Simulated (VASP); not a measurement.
A run of VASP 6.6.1:

Contents of INCAR:

```
  PREC = Accurate
  ENCUT = 600
  EDIFF = 1E-6
  ISMEAR = -1
  SIGMA = 0.05
  LREAL = F
  LASPH = T
  NELM = 100
  ALGO = Fast
  ISIF = 3
  LWAVE = F
  LCHARG = F
  GGA = RE
  IVDW = 1
  IBRION = 2
  NSW = 60
  EDIFFG = -0.005
```

The input KPOINTS:

```
Automatic mesh
0
Gamma
  7 7 7
```

Contents of POSCAR:

```
YNb
1.0
    3.6114100000      0.0000000000      0.0000000000
    0.0000000000      3.6114100000      0.0000000000
    0.0000000000      0.0000000000      3.6114100000
Y Nb
1 1
Direct
    0.0000000000      0.0000000000      0.0000000000
    0.5000000000      0.5000000000      0.5000000000
```

Potentials or basis: VASP PAW PBE potentials, release 64 (Y_sv, Nb_sv).

The run is started by

```console
$ cat potpaw_PBE.64/Y_sv/POTCAR potpaw_PBE.64/Nb_sv/POTCAR > POTCAR
$ mpirun -np 1 vasp_std > vasp.out
```

Hardware: 1 thread of Intel(R) Xeon(R) Platinum 8375C CPU @ 2.90GHz (Ice Lake), on a shared host.

Task: Estimate the wall time of this run.

Result: Wall time 81 s on 1 thread of Intel(R) Xeon(R) Platinum 8375C CPU @ 2.90GHz (Ice Lake), on a shared host, peak memory 0.19 GiB. Counts: scf iterations 68, k points 20, ion steps 3.
